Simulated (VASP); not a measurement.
Wanted: the native input for a VASP 6.6.1 run.

- Task: single point
- Functional: PBE
- Potentials or basis: VASP PAW PBE potentials, release 64 (Ir, B, Ba_sv)
- Cutoff: 520 eV
- k mesh: 3 × 3 × 3
- Occupations: gaussian, width 0.1 eV
- Spin: no spin polarisation
- Dipole correction: no
- Further INCAR settings: ALGO = Normal; EDIFF = 1e-07; NBANDS = 25

The structure of BaB2Ir2 lies in POSCAR:

```
BaB2Ir2
1.0
    4.3828440000     -0.5234440000     -1.0130160000
   -0.1035550000      4.6980950000      0.3741740000
    0.1120170000     -0.7460690000      4.8276990000
Ir B Ba
2 2 1
Direct
    0.9057624483      0.8279389708      0.8139274250
    0.3741099467      0.4469706714      0.7567022214
    0.1102046616      0.7084356664      0.5790122538
    0.9723581363      0.3262935659      0.8020238588
    0.6622494530      0.1600761751      0.2842037064
```

The cell was built by a generator and needn't be a form met in nature.

The input as run:

INCAR

```
PREC = Accurate
ENCUT = 520
EDIFF = 1E-7
ISMEAR = 0
SIGMA = 0.1
LREAL = F
LASPH = T
NELM = 100
ALGO = Normal
ISIF = 2
LWAVE = F
LCHARG = F
GGA = PE
NBANDS = 25
```

KPOINTS

```
regular mesh
0
Gamma
  3 3 3
```

Potentials or basis: VASP PAW PBE potentials, release 64 (Ir, B, Ba_sv).

Command:

```bash
$ cat potpaw_PBE.64/Ir/POTCAR potpaw_PBE.64/B/POTCAR potpaw_PBE.64/Ba_sv/POTCAR > POTCAR
$ mpirun -np 1 vasp_std > vasp.out
```

It gave:

```
Pressure               : 7.0 GPa
Largest force          : 6.132 eV/Å
Band gap on the k mesh : none (metal or under the smearing width)
```

Caveat: the k mesh is coarse (spacing up to 0.48 Å⁻¹), so the values aren't converged.

It took 21 s on 1 thread of Intel(R) Xeon(R) 6975P-C (Granite Rapids) (shared host), peak memory 0.21 GiB.
